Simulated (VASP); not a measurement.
# XPS shifts in Ta3Re7, part 5 of 5

Aim: how the core levels of Ta3Re7 differ from atom to atom, with and without the screening of the hole.

VASP 6.6.1, plane waves and PAW; the level of theory is named at each step.

So far. Step 2 (Relaxation): The forces on the free atoms are under 0.05 eV/Å, while the fixed ones keep up to 0.096 eV/Å. Step 4 (Core hole, atom Re7): This is the reference for holes on Re.

### 6. Core hole, atom Re8

Level of this step: final-state core hole with the electron kept at the Fermi level, PBEsol; plane waves and PAW (Re, Ta_pv, Re) (VASP).

The same hole on the next atom.

Input file INCAR:

```
SYSTEM = Ta3Re7
PREC = Normal
ENCUT = 330
EDIFF = 1E-05
NELM = 120
ISMEAR = 0
SIGMA = 0.1
LREAL = Auto
ALGO = Fast
GGA = PS
NBANDS = 102
LASPH = .TRUE.
LWAVE = .FALSE.
LCHARG = .FALSE.
KPAR = 2
NCORE = 4
ICORELEVEL = 2
CLNT = 1
CLN = 4
CLL = 3
CLZ = 1
ISIF = 0
```

Input file POSCAR:

```
Ta3Re7
1.0
    5.5400000000      0.0000000000      0.0000000000
    2.7700000000      4.7977807370      0.0000000000
    0.0000000000      0.0000000000     22.9600000000
Re Ta Re
1 6 13
Direct
    0.8349363453      0.3325318269      0.5941365384
    0.9997636004      0.9997636004      0.6987691955
    0.5004727992      0.9997636004      0.6987691955
    0.9997636004      0.5004727992      0.6987691955
    0.9997636004      0.9997636004      0.3012308045
    0.5004727992      0.9997636004      0.3012308045
    0.9997636004      0.5004727992      0.3012308045
    0.5000000000      0.5000000000      0.6925717406
    0.3325318269      0.3325318269      0.5941365384
    0.8333333330      0.8333333330      0.5956696891
    0.3325318269      0.8349363453      0.5941365384
    0.0000000000      0.0000000000      0.5000000000
    0.5000000000      0.0000000000      0.5000000000
    0.0000000000      0.5000000000      0.5000000000
    0.5000000000      0.5000000000      0.5000000000
    0.8349363453      0.3325318269      0.4058634616
    0.3325318269      0.3325318269      0.4058634616
    0.8333333330      0.8333333330      0.4043303109
    0.3325318269      0.8349363453      0.4058634616
    0.5000000000      0.5000000000      0.3074282594
```

Input file KPOINTS:

```
Automatic mesh
0
Gamma
4 4 1
0 0 0
```

Potentials, in the order of the species: Re, Ta_pv and Re (PBE family, release 64).

Command:

```
$ mpirun -np 8 vasp_std
```

What it wrote:

```text
[... set-up lines as in an earlier step ...]
 entering main loop
       N       E                     dE             d eps       ncg     rms          rms(c)
DAV:   1     0.189609330381E+04    0.18961E+04   -0.54652E+04  2318   0.133E+03
DAV:   2    -0.618314435143E+01   -0.19023E+04   -0.17668E+04  2582   0.150E+03
DAV:   3    -0.271691416694E+03   -0.26551E+03   -0.24919E+03  2856   0.499E+02
DAV:   4    -0.314182617540E+03   -0.42491E+02   -0.38522E+02  2856   0.199E+02
[...]
RMM:  47    -0.302659710216E+03   -0.10964E-04   -0.11842E-04  1423   0.152E-01    0.384E-02
RMM:  48    -0.302659722158E+03   -0.11942E-04   -0.11766E-04  1509   0.135E-01    0.412E-02
RMM:  49    -0.302659729892E+03   -0.77337E-05   -0.76859E-05  1340   0.110E-01
   1 F= -.30265973E+03 E0= -.30258265E+03  d E =-.154169E+00
```

Elapsed: 2.6 min, on 8 MPI ranks of Intel Xeon Platinum 8259CL at 2.50GHz (Skylake/Cascade Lake), shared host; peak memory 1.6 GiB.

OUTCAR, selected parts (step 6):

```text
 POSITION                                       TOTAL-FORCE (eV/Angst)
 -----------------------------------------------------------------------------------
      5.54666      1.59541     13.64137        -0.025977      0.014998      0.284920
      8.30804      4.79665     16.04374        -0.017811      0.102378     -0.425730
      5.54196      4.79665     16.04374         0.022736     -0.013127      0.150169
      6.92500      2.40116     16.04374        -0.097568     -0.035764     -0.425730
      8.30804      4.79665      6.91626        -0.034268     -0.023083     -0.010279
      5.54196      4.79665      6.91626         0.005368     -0.003099      0.091920
      6.92500      2.40116      6.91626         0.002856      0.041219     -0.010279
      4.15500      2.39889     15.90145        -0.002485      0.001435     -0.312700
      2.76334      1.59541     13.64137         0.026140      0.276663      0.049183
      6.92500      3.99815     13.67658         0.314501     -0.181577     -0.025611
      4.15500      4.00584     13.64137        -0.226527     -0.160970      0.049183
      0.00000      0.00000     11.48000        -0.077070     -0.158038      0.293166
      2.77000      0.00000     11.48000         0.056712     -0.032743     -0.207345
      1.38500      2.39889     11.48000         0.098330      0.145764      0.293166
[...]
-----------------------------------------------------------------------------------
    total drift:                                0.000526     -0.000309      0.007966

  FREE ENERGIE OF THE ION-ELECTRON SYSTEM (eV)
  ---------------------------------------------------
  free  energy   TOTEN  =      -302.6597298917 eV

  energy  without entropy=     -302.5055609517  energy(sigma->0) =     -302.58264542

[... 1 part as in an earlier step ...]

[... 2 further parts left out ...]
[key lines of the parts left out:]
E-fermi :   1.1697
```

Against the hole on Re7 the energy differs by +0.32 eV.

### 7. Core hole, atom Ta3

This step: final-state core hole with the electron kept at the Fermi level, PBEsol; plane waves and PAW (Ta_pv, Ta_pv, Re) (VASP 6.6.1).

System of this step: Ta3Re7. The cell holds 20 atoms: 6 Ta and 14 Re. Its edges and angles: a = 5.540 Å, b = 5.540 Å, c = 22.960 Å, α = 90.0°, β = 90.0°, γ = 60.0°. It derives from Re. Ta replaces host atoms (three quarters in the top layer, both faces). Vacuum lies along c.

A core electron of Ta3 (4f) is moved to the Fermi level; this atom comes first in POSCAR as a species of its own.

INCAR is that of step 6.

POSCAR, as its differences from that of step 6:

```diff
@@ -5,9 +5,8 @@
     0.0000000000      0.0000000000     22.9600000000
-Re Ta Re
-1 6 13
+Ta Ta Re
+1 5 14
 Direct
-    0.8349363453      0.3325318269      0.5941365384
+    0.9997636004      0.5004727992      0.6987691955
     0.9997636004      0.9997636004      0.6987691955
     0.5004727992      0.9997636004      0.6987691955
-    0.9997636004      0.5004727992      0.6987691955
     0.9997636004      0.9997636004      0.3012308045
@@ -16,2 +15,3 @@
     0.5000000000      0.5000000000      0.6925717406
+    0.8349363453      0.3325318269      0.5941365384
     0.3325318269      0.3325318269      0.5941365384
```

KPOINTS is that of step 6.

The projector-augmented-wave data sets are Ta_pv, Ta_pv and Re (PBE family, release 64).

Command:

```
$ mpirun -np 8 vasp_std
```

What it wrote:

```text
[banner, memory and clock lines left out]
running    8 mpi-ranks, on    1 nodes
[...]
[... a notice as in an earlier step ...]

 LDA part: xc-table for (Slater+PW92), standard interpolation
 POSCAR, INCAR and KPOINTS ok, starting setup
[...]
entering main loop
       N       E                     dE             d eps       ncg     rms          rms(c)
DAV:   1     0.174792844297E+04    0.17479E+04   -0.55626E+04  2310   0.134E+03
DAV:   2    -0.935023256518E+02   -0.18414E+04   -0.17233E+04  2622   0.150E+03
DAV:   3    -0.372286576799E+03   -0.27878E+03   -0.26222E+03  2624   0.469E+02
DAV:   4    -0.407516732033E+03   -0.35230E+02   -0.31912E+02  2328   0.186E+02
[...]
RMM:  42    -0.403860312873E+03   -0.18078E-04   -0.75764E-05  1367   0.120E-01    0.291E-02
RMM:  43    -0.403860324208E+03   -0.11336E-04   -0.58312E-05  1307   0.107E-01    0.234E-02
RMM:  44    -0.403860331368E+03   -0.71598E-05   -0.39067E-05  1271   0.106E-01
   1 F= -.40386033E+03 E0= -.40378973E+03  d E =-.141203E+00
```

Run time: 2.3 min. Hardware: 8 MPI ranks; peak memory 1.6 GiB.

OUTCAR, selected parts (step 7):

```text
 POSITION                                       TOTAL-FORCE (eV/Angst)
 -----------------------------------------------------------------------------------
      6.92500      2.40116     16.04374        -0.000000     -0.008742     -0.967651
      8.30804      4.79665     16.04374         0.058537     -0.019364     -0.079326
      5.54196      4.79665     16.04374        -0.058537     -0.019364     -0.079326
      8.30804      4.79665      6.91626        -0.020994     -0.009770      0.003030
      5.54196      4.79665      6.91626         0.020994     -0.009770      0.003030
      6.92500      2.40116      6.91626        -0.000000      0.020862     -0.050378
      4.15500      2.39889     15.90145        -0.000000     -0.003268     -0.241143
      5.54666      1.59541     13.64137         0.014610      0.065164      0.424968
      2.76334      1.59541     13.64137        -0.014610      0.065164      0.424968
      6.92500      3.99815     13.67658        -0.000000     -0.074656      0.358743
      4.15500      4.00584     13.64137        -0.000000      0.002225      0.289686
      0.00000      0.00000     11.48000        -0.058073     -0.053807     -0.018571
      2.77000      0.00000     11.48000         0.058073     -0.053807     -0.018571
      1.38500      2.39889     11.48000         0.000000      0.061541      0.022775
[...]
-----------------------------------------------------------------------------------
    total drift:                                0.000000      0.001243     -0.003350

  FREE ENERGIE OF THE ION-ELECTRON SYSTEM (eV)
  ---------------------------------------------------
  free  energy   TOTEN  =      -403.8603313681 eV

  energy  without entropy=     -403.7191280269  energy(sigma->0) =     -403.78972970

[... 2 parts as in an earlier step ...]

[... 1 further part left out ...]
[key lines of the parts left out:]
E-fermi :   1.1904
```

This is the reference for holes on Ta.

### 8. Core hole, atom Ta2

The same hole on the next atom.

INCAR is that of step 7.

POSCAR, as its differences from that of step 7:

```diff
@@ -8,5 +8,5 @@
 Direct
+    0.5004727992      0.9997636004      0.6987691955
+    0.9997636004      0.9997636004      0.6987691955
     0.9997636004      0.5004727992      0.6987691955
-    0.9997636004      0.9997636004      0.6987691955
-    0.5004727992      0.9997636004      0.6987691955
     0.9997636004      0.9997636004      0.3012308045
```

KPOINTS is that of step 7.

Command:

```
$ mpirun -np 8 vasp_std
```

What it wrote:

```text
[... set-up lines as in an earlier step ...]
 entering main loop
       N       E                     dE             d eps       ncg     rms          rms(c)
DAV:   1     0.173468814553E+04    0.17347E+04   -0.55728E+04  2318   0.134E+03
DAV:   2    -0.944022293364E+02   -0.18291E+04   -0.17102E+04  2598   0.149E+03
DAV:   3    -0.372966994504E+03   -0.27856E+03   -0.26191E+03  2640   0.467E+02
DAV:   4    -0.408005140092E+03   -0.35038E+02   -0.31906E+02  2328   0.185E+02
[...]
RMM:  40    -0.403860274264E+03   -0.73235E-04   -0.16946E-04  1575   0.146E-01    0.198E-01
RMM:  41    -0.403860304971E+03   -0.30707E-04   -0.13391E-04  1448   0.118E-01    0.311E-01
RMM:  42    -0.403860314829E+03   -0.98578E-05   -0.79245E-05  1358   0.115E-01
   1 F= -.40386031E+03 E0= -.40378983E+03  d E =-.140961E+00
```

Wall time 2.4 min (8 MPI ranks); peak memory 1.6 GiB; 15 min of CPU time.

From OUTCAR (step 8):

```text
 POSITION                                       TOTAL-FORCE (eV/Angst)
 -----------------------------------------------------------------------------------
      5.54196      4.79665     16.04374        -0.007648      0.004416     -0.974060
      8.30804      4.79665     16.04374         0.012299      0.060461     -0.082813
      6.92500      2.40116     16.04374        -0.046211     -0.040882     -0.082813
      8.30804      4.79665      6.91626        -0.018071     -0.012866      0.000830
      5.54196      4.79665      6.91626         0.017158     -0.009906     -0.052653
      6.92500      2.40116      6.91626         0.002106      0.022083      0.000830
      4.15500      2.39889     15.90145        -0.002878      0.001662     -0.244452
      5.54666      1.59541     13.64137         0.001998     -0.001154      0.295303
      2.76334      1.59541     13.64137         0.049333     -0.045536      0.430108
      6.92500      3.99815     13.67658        -0.064861      0.037447      0.364329
      4.15500      4.00584     13.64137         0.064101     -0.019955      0.430108
      0.00000      0.00000     11.48000        -0.077311     -0.023205     -0.014607
      2.77000      0.00000     11.48000         0.054790     -0.031633      0.026232
      1.38500      2.39889     11.48000        -0.018559      0.078556     -0.014607
[...]
-----------------------------------------------------------------------------------
    total drift:                                0.000812     -0.000469      0.011720

  FREE ENERGIE OF THE ION-ELECTRON SYSTEM (eV)
  ---------------------------------------------------
  free  energy   TOTEN  =      -403.8603148286 eV

  energy  without entropy=     -403.7193543034  energy(sigma->0) =     -403.78983457

[... 2 parts as in an earlier step ...]

[... 1 further part left out ...]
[key lines of the parts left out:]
E-fermi :   1.1870
```

The density residual rms(c) still stands over 0.03 at the last step, although the energy met EDIFF, so the numbers of this step are in doubt.

Against the hole on Ta3 the energy differs by +0.00 eV.

### 9. Summary

This step: core-level shifts, PBEsol; plane waves and PAW (VASP 6.6.1).

Derived from the runs above.

A positive shift is a higher binding energy. Cost is wall time times ranks on a shared host. Core-level shifts:

```
atom   region  shell  Kohn-Sham level below the Fermi level (eV)  initial-state shift (eV)  final-state shift (eV)  shifts are from  cost (core minutes)
 Re7  layer 1     4f                                       36.75                         0                       0              Re7                13.87
 Re8  layer 2     4f                                       37.07                    0.3225                  0.3244              Re7                20.55
 Ta3  layer 1     4f                                       19.12                         0                       0              Ta3                 18.4
 Ta2  layer 1     4f                                       19.12                         0                -1.05e-4              Ta3                 19.2
```

### 10. Results

```
Re8 4f (layer 2), from Re7 : initial state +0.32 eV, final state +0.32 eV
```

In words: Against Re7, Re8 is shifted by +0.32 eV in the initial state and by +0.32 eV with the hole (energies extrapolated to zero smearing). Ta2 has the level of the reference atom in both states, as equivalent sites do. The run with the hole on Ta2 met EDIFF while its density residual rms(c) still stood over 0.03, so its shift is in doubt. Only these atoms were given a hole, so other sites aren't ranked. The difference of the two pictures holds the screening of the hole, but also the cell's limits: holes repeat 5.5 Å apart, and the electron from the core stays in the cell, where it moves the Fermi energy by -0.06 to -0.01 eV, less than the shifts themselves. Cell size, mesh and smearing weren't varied between the hole runs, and no dipole correction was applied to the slab. The other core electrons are frozen, spin-orbit splitting and multiplets are absent, and only shifts between atoms of one element are meaningful. Not tabulated here, as repeats of values shown or as unfit to read for their mesh, reference level or band range: core levels (core hole).

[Lines on the potential files, build, host, timing and source positions are cut from VASP's logs without a mark.]

[Logs are printed without paths, hosts, clocks, repeated set-up lines and the standing remarks that a program may print on its own settings, such as how far it seeks lower states.]

[Hosts, paths, dates, database ids (printed as entryN), source tags and the programs' standing remarks are cut or masked in the printed files.]
